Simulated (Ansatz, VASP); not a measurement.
# InO (In2O2 3 layers, AB) in two plane-wave programs, part 2 of 2

Wanted: the spread between two codes on one cell, functional and k mesh. The structure shown is the start of the Ansatz relaxation below; VASP solves that cell, so the two are compared at the walk's first step.

VASP 6.6.1 and Ansatz 0.2.0.

So far: Set-up; Ansatz: relaxation, PBE with D3(BJ).

## 3. VASP: single point, PBE with D3(BJ), start cell

Level of this step: PBE with D3(BJ); plane waves and PAW (O, In_d) (VASP).

The same cell, functional, mesh and smearing now go to VASP, with its own data sets.

Lines of VASP's logs that name or quote its potential files are left out, and so is its time.

File INCAR:

```
SYSTEM = InO
PREC = Accurate
ENCUT = 520
EDIFF = 1E-06
NELM = 120
ISMEAR = -1
SIGMA = 0.05
LREAL = .FALSE.
ALGO = Normal
GGA = PE
IVDW = 12
NBANDS = 70
LORBIT = 11
LWAVE = .FALSE.
LCHARG = .FALSE.
ISIF = 2
LDIPOL = .TRUE.
IDIPOL = 3
DIPOL = 0.5 0.5 0.5
LVHAR = .TRUE.
LASPH = .TRUE.
GGA_COMPAT = .FALSE.
NELMDL = -8
KPAR = 2
```

File POSCAR:

```
InO
1.0
    3.2916000000      0.0000000000      0.0000000000
   -1.6458000000      2.8506090000      0.0000000000
    0.0000000000      0.0000000000     70.6209120000
O In
6 6
Direct
    0.3333333333      0.6666666667      0.3596668364
    0.3333333333      0.6666666667      0.4258460582
    0.6666666667      0.3333333333      0.4669103820
    0.6666666667      0.3333333333      0.5330896180
    0.3333333333      0.6666666667      0.5741539418
    0.3333333333      0.6666666667      0.6403331636
    0.0000000000      0.0000000000      0.3726490958
    0.0000000000      0.0000000000      0.4128638129
    0.3333333333      0.6666666667      0.4798926414
    0.3333333333      0.6666666667      0.5201073586
    0.0000000000      0.0000000000      0.5871361871
    0.0000000000      0.0000000000      0.6273509042
```

File KPOINTS:

```
Automatic mesh
0
Gamma
12 12 1
0 0 0
```

Potentials, in the order of the species: O and In_d (PBE family, release 64).

Launch:

```sh
> mpirun -np 2 vasp_std
```

Numbers of over 12 decimals in the logs are rounded to 6 here.

The log of the run:

```text
[banner, memory and clock lines left out]
running    2 mpi-ranks, on    1 nodes
 distrk:  each k-point on    1 cores,    2 groups
 distr:  one band on    1 cores,    1 groups

 POSCAR found type information on POSCAR O In
 POSCAR found :  2 types and      12 ions
 LDA part: xc-table for (Slater+PW92), standard interpolation
|                                                                             |
|           W    W    AA    RRRRR   N    N  II  N    N   GGGG   !!!           |
|           W    W   A  A   R    R  NN   N  II  NN   N  G    G  !!!           |
|           W    W  A    A  R    R  N N  N  II  N N  N  G       !!!           |
|           W WW W  AAAAAA  RRRRR   N  N N  II  N  N N  G  GGG   !            |
|           WW  WW  A    A  R   R   N   NN  II  N   NN  G    G                |
|           W    W  A    A  R    R  N    N  II  N    N   GGGG   !!!           |
|                                                                             |
|     One of the lattice vectors is very long (>50 A), but AMIN is rather     |
|     large. This can spoil convergence since charge sloshing might occur     |
|     along the long lattice vector. If problems with convergence are         |
|     observed, try to decrease AMIN to a smaller value (e.g. 0.01).          |
|     Note: This warning only applies if the self-consistency cycle is        |
|     used.                                                                   |
|                                                                             |

 POSCAR, INCAR and KPOINTS ok, starting setup
 FFT: planning ... GRIDC
 FFT: planning ... GRID_SOFT
 FFT: planning ... GRID
 WAVECAR not read
 entering main loop
       N       E                     dE             d eps       ncg     rms          rms(c)
DAV:   1     0.125968308867E+04    0.12597E+04   -0.51082E+04  2868   0.151E+03
DAV:   2     0.163620624750E+03   -0.10961E+04   -0.10590E+04  3022   0.405E+02
DAV:   3    -0.579675901077E+02   -0.22159E+03   -0.21722E+03  3476   0.213E+02
DAV:   4    -0.692129470105E+02   -0.11245E+02   -0.11137E+02  3306   0.548E+01
DAV:   5    -0.695026704916E+02   -0.28972E+00   -0.28928E+00  3328   0.893E+00
DAV:   6    -0.695189898171E+02   -0.16319E-01   -0.16318E-01  4050   0.187E+00
DAV:   7    -0.695193822717E+02   -0.39245E-03   -0.39244E-03  4000   0.291E-01
DAV:   8    -0.695193990255E+02   -0.16754E-04   -0.16754E-04  4176   0.573E-02    0.236E+01
DAV:   9    -0.579322067801E+02    0.11587E+02   -0.56188E+01  4256   0.572E+01    0.271E+01
DAV:  10    -0.580654396115E+02   -0.13323E+00   -0.76232E+00  3020   0.121E+01    0.894E+00
DAV:  11    -0.576990520862E+02    0.36639E+00   -0.20253E+00  4166   0.731E+00    0.347E+00
DAV:  12    -0.576495260709E+02    0.49526E-01   -0.34579E-01  3840   0.474E+00    0.174E+00
DAV:  13    -0.576392569549E+02    0.10269E-01   -0.51109E-02  3708   0.181E+00    0.118E+00
DAV:  14    -0.576417375237E+02   -0.24806E-02   -0.19965E-02  3974   0.727E-01    0.836E-01
[...]
DAV:  24    -0.576414007459E+02   -0.33742E-04   -0.10148E-06  2052   0.582E-03    0.118E-02
DAV:  25    -0.576414157606E+02   -0.15015E-04   -0.72732E-07  2058   0.618E-03    0.722E-03
DAV:  26    -0.576414205933E+02   -0.48327E-05   -0.18708E-07  1912   0.232E-03    0.490E-03
DAV:  27    -0.576414256210E+02   -0.50277E-05   -0.12827E-07  1872   0.228E-03    0.195E-03
DAV:  28    -0.576414317197E+02   -0.60988E-05   -0.19305E-07  1890   0.203E-03    0.144E-03
DAV:  29    -0.576414328494E+02   -0.11297E-05   -0.62946E-08  1864   0.148E-03    0.200E-03
DAV:  30    -0.576414345166E+02   -0.16672E-05   -0.55694E-08  1788   0.105E-03    0.584E-04
DAV:  31    -0.576414350461E+02   -0.52943E-06   -0.25008E-08  1848   0.872E-04
   1 F= -.59855253E+02 E0= -.59855135E+02  d E =-.235787E-03
```

Parts of OUTCAR (step 3):

```text
ion  position               nearest neighbor table
   1  0.333  0.667  0.360-   7 2.11   7 2.11   7 2.11
   2  0.333  0.667  0.426-   8 2.11   8 2.11   8 2.11
   3  0.667  0.333  0.467-   9 2.11   9 2.11   9 2.11
   4  0.667  0.333  0.533-  10 2.11  10 2.11  10 2.11
   5  0.333  0.667  0.574-  11 2.11  11 2.11  11 2.11
   6  0.333  0.667  0.640-  12 2.11  12 2.11  12 2.11
   7  0.000  0.000  0.373-   1 2.11   1 2.11   1 2.11   8 2.84
   8  0.000  0.000  0.413-   2 2.11   2 2.11   2 2.11   7 2.84
   9  0.333  0.667  0.480-   3 2.11   3 2.11   3 2.11  10 2.84
  10  0.333  0.667  0.520-   4 2.11   4 2.11   4 2.11   9 2.84
  11  0.000  0.000  0.587-   5 2.11   5 2.11   5 2.11  12 2.84
  12  0.000  0.000  0.627-   6 2.11   6 2.11   6 2.11  11 2.84

  LATTYP: Found a hexagonal cell.
 ALAT       =     3.2916000000
 C/A-ratio  =    21.4548888079

 Subroutine GETGRP returns: Found 12 space group operations
 (whereof 12 operations were pure point group operations)

The static configuration has the point symmetry D_3h.

 Found     19 irreducible k-points:

   k-points           NKPTS =     19   k-points in BZ     NKDIM =     19   number of bands    NBANDS=     70

   dimension x,y,z NGX =    24 NGY =   24 NGZ =  540
   dimension x,y,z NGXF=    48 NGYF=   48 NGZF= 1080

   ENCUT  =  520.0 eV  38.22 Ry    6.18 a.u.   6.12  6.12131.31*2*pi/ulx,y,z

   NELECT =     114.0000    total number of electrons

 k-points in reciprocal lattice and weights: Automatic mesh
   0.00000000  0.00000000  0.00000000       0.007
   0.08333333  0.00000000  0.00000000       0.042
   0.16666667  0.00000000  0.00000000       0.042
   0.25000000  0.00000000  0.00000000       0.042
   0.33333333  0.00000000  0.00000000       0.042
   0.41666667  0.00000000  0.00000000       0.042
   0.50000000  0.00000000  0.00000000       0.021
   0.08333333  0.08333333  0.00000000       0.042
   0.16666667  0.08333333  0.00000000       0.083
[...]
0.33333333  0.25000000  0.00000000       0.083
   0.33333333  0.33333333  0.00000000       0.014

 dipolmoment           0.000000      0.000000      0.000000 electrons x Angstroem

 average (electrostatic) potential at core
       1 -77.7884       2 -77.7977       3 -77.7455       4 -77.7455       5 -77.7977
       6 -77.7884       7-103.3171       8-103.3194       9-103.2676      10-103.2676
      11-103.3194      12-103.3171

 E-fermi :  -3.0772

 k-point     1 :       0.0000    0.0000    0.0000
  band No.  band energies     occupation
    ...
     53      -4.7449      2.00000
     54      -4.7449      2.00000
     55      -4.4635      2.00000
     56      -4.2210      2.00000
     57      -3.8882      2.00000
     58      -2.8966      0.05258
     59      -2.5984      0.00014
     60      -2.2644      0.00000
     61       0.2705      0.00000
     62       0.4040      0.00000
    ...

 k-point     2 :       0.0833    0.0000    0.0000
  band No.  band energies     occupation
    ...
     53      -4.8239      2.00000
     54      -4.7976      2.00000
     55      -4.3192      2.00000
     56      -4.1194      2.00000
     57      -3.8442      2.00000
     58      -2.5548      0.00006
     59      -2.3244      0.00000
     60      -2.0357      0.00000
     61       0.5578      0.00000
     62       0.6926      0.00000
    ...

 k-point     3 :       0.1667    0.0000    0.0000
  band No.  band energies     occupation
    ...
     53      -4.9752      2.00000
     54      -4.9429      2.00000
     55      -4.1459      2.00000
     56      -3.9931      2.00000
     57      -3.7858      2.00000
     58      -1.8585      0.00000
     59      -1.7159      0.00000
     60      -1.5064      0.00000
     61       1.2367      0.00000
     62       1.3799      0.00000
    ...

 Edisp (eV)   -2.21382

  Total      10.40950    10.40950    -2.94134    -0.00000    -0.00000     0.00000
  in kB      25.16880    25.16880    -7.11178    -0.00000    -0.00000     0.00000
  external pressure =       14.41 kB  Pullay stress =        0.00 kB

  energy-cutoff  :      520.00
  volume of cell :      662.64
      direct lattice vectors                 reciprocal lattice vectors
     3.291600000  0.000000000  0.000000000     0.303803621  0.175401116  0.000000000
    -1.645800000  2.850609000  0.000000000     0.000000000  0.350802232  0.000000000
     0.000000000  0.000000000 70.620912000     0.000000000  0.000000000  0.014160112

 POSITION                                       TOTAL-FORCE (eV/Angst)
 -----------------------------------------------------------------------------------
     -0.00000      1.90041     25.40000        -0.000000      0.000000      0.198876
     -0.00000      1.90041     30.07364        -0.000000     -0.000000     -0.175425
      1.64580      0.95020     32.97364         0.000000     -0.000000      0.188552
      1.64580      0.95020     37.64728         0.000000     -0.000000     -0.188552
     -0.00000      1.90041     40.54727        -0.000000     -0.000000      0.175425
     -0.00000      1.90041     45.22091        -0.000000      0.000000     -0.198876
      0.00000      0.00000     26.31682         0.000000     -0.000000     -0.131500
      0.00000      0.00000     29.15682         0.000000     -0.000000      0.224825
     -0.00000      1.90041     33.89046         0.000000     -0.000000     -0.227644
     -0.00000      1.90041     36.73046         0.000000     -0.000000      0.227644
      0.00000      0.00000     41.46409         0.000000     -0.000000     -0.224825
      0.00000      0.00000     44.30409         0.000000     -0.000000      0.131500
 -----------------------------------------------------------------------------------
    total drift:                                0.000002      0.000026     -0.000000

  FREE ENERGIE OF THE ION-ELECTRON SYSTEM (eV)
  ---------------------------------------------------
  free  energy   TOTEN  =       -59.8552527208 eV

  energy  without entropy=      -59.8550169334  energy(sigma->0) =      -59.85513483

 vacuum level on the upper side and lower side of the slab         3.686         3.686

 total charge
# of ion       s       p       d       tot
------------------------------------------
    1        1.577   3.384   0.000   4.962
    2        1.578   3.385   0.000   4.962
    3        1.578   3.385   0.000   4.962
    4        1.578   3.385   0.000   4.962
    5        1.578   3.385   0.000   4.962
    6        1.577   3.384   0.000   4.962
    7        0.792   0.706   9.972  11.471
    8        0.792   0.706   9.972  11.471
    9        0.792   0.706   9.972  11.471
   10        0.792   0.706   9.972  11.471
   11        0.792   0.706   9.972  11.471
   12        0.792   0.706   9.972  11.471
--------------------------------------------------
tot         14.219  24.545  59.834  98.598

[... 3 further parts left out ...]
```

## 4. Side by side

Known differences besides the potentials themselves: Ansatz cuts the interaction across the vacuum, VASP repeats the sheet with a dipole correction; the cutoff is 420 eV in Ansatz and 520 eV in VASP. Total energies have different zeros and are not compared.

Forces on 9 of the 12 atoms, those with the largest forces and the largest differences (eV/Å; atoms numbered as in POSCAR):

| atom | Ansatz x, y, z | VASP x, y, z |
| --- | --- | --- |
| O1 | 0.000, 0.000, 0.240 | 0.000, 0.000, 0.199 |
| O2 | 0.000, 0.000, -0.217 | 0.000, 0.000, -0.175 |
| O4 | 0.000, 0.000, -0.230 | 0.000, 0.000, -0.189 |
| O5 | 0.000, 0.000, 0.217 | 0.000, 0.000, 0.175 |
| O6 | 0.000, 0.000, -0.240 | 0.000, 0.000, -0.199 |
| In8 | 0.000, 0.000, 0.261 | 0.000, 0.000, 0.225 |
| In9 | 0.000, 0.000, -0.264 | 0.000, 0.000, -0.228 |
| In10 | 0.000, 0.000, 0.264 | 0.000, 0.000, 0.228 |
| In11 | 0.000, 0.000, -0.261 | 0.000, 0.000, -0.225 |

The forces differ by 22 meV/Å r.m.s., which is 20.0 % of the r.m.s. force of 0.112 eV/Å (both taken over all components). With vacuum in the cell, a pressure given here is an average over mostly empty space and none of the material.

## 5. Summary of results

* r.m.s. force difference (single point, PBE with D3(BJ), start cell): 22 meV/Å

The r.m.s. force difference is 22 meV/Å (single point, PBE with D3(BJ), start cell), beyond the 12 meV/Å picked in this series as the mark of a large difference. What causes the difference of the single point, PBE with D3(BJ), start cell pair stays open here. Such differences can come from data sets, numerical settings and the points named under the comparisons, not from the functional's error against experiment.

[Lines on the potential files, build, host, timing and source positions are cut from VASP's logs without a mark.]

[Logs are printed without paths, hosts, clocks, repeated set-up lines and the standing remarks that a program may print on its own settings, such as how far it seeks lower states.]

[Hosts, paths, dates, database ids (printed as entryN), source tags and the programs' standing remarks are cut or masked in the printed files.]
